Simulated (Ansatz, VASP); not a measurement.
## Two plane-wave programs on ZrTi

Contents of INCAR:

```
ALGO     = Normal         # electronic algorithm
EDIFF    = 1E-7           # SCF threshold, eV
ENCUT    = 520            # plane-wave cutoff, eV
GGA      = CA             # functional
ISIF     = 2              # what is computed and relaxed
ISMEAR   = 0              # smearing method
LASPH    = True           # aspherical terms in the spheres
LCHARG   = False          # write CHGCAR
LREAL    = False          # projectors in reciprocal space
LWAVE    = False          # write WAVECAR
NBANDS   = 19             # bands
NELM     = 100            # most SCF steps
PREC     = Accurate       # precision mode
SIGMA    = 0.15           # smearing width, eV
```

The input KPOINTS:

```
k-points
0
Gamma
  16 16 12
```

POSCAR

```
ZrTi
1.0
    3.1119350000      0.0000000000      0.0000000000
    0.0000000000      3.1119350000      0.0000000000
    0.0000000000      0.0000000000      4.1977650000
Zr Ti
1 1
Direct
    0.5000000000      0.5000000000      0.5000000000
    0.0000000000      0.0000000000      0.0000000000
```

Input for Ansatz:

```yaml
crystal:
  lattice:
    - [3.111935, 0.0, 0.0]
    - [0.0, 3.111935, 0.0]
    - [0.0, 0.0, 4.197765]
  atoms:
    - { symbol: Zr, position: [0.5, 0.5, 0.5] }
    - { symbol: Ti, position: [0.0, 0.0, 0.0] }
basis:
  ecutwfc: 420
kpoints:
  mp_grid: { grid: [16, 16, 12] }
hamiltonian:
  xc: lda
scf:
  occupations: { method: gaussian, width: 0.15 }
output:
  forces: true
  stress: true
  eigenvalues: true
```

The cell comes from a database or a generator and needn't be the stable form of this composition.

Alike in both runs: task single point; functional LDA; k mesh 16 × 16 × 12; occupations gaussian, width 0.15 eV; no spin polarisation.

|  | VASP | Ansatz |
| --- | --- | --- |
| version | VASP 6.6.1 | Ansatz 0.2.0 |
| potentials or method | VASP PAW LDA potentials, release 64 (Zr_sv, Ti_sv) | scalar-relativistic, plane waves, PAW |
| plane-wave cutoff (eV) | 520 | 420 |
| valence electrons in the cell | 24 | 24 |

```tsv
	VASP	Ansatz	Ansatz less VASP
gap on the k mesh at the Fermi level (eV)	none	none	-
pressure (GPa)	-7.4	-7.5	-0.03
largest component of the traceless stress (GPa)	0.07	0.09	+0.016
```

A gap of «none» marks a metal or a gap that the smearing closes.
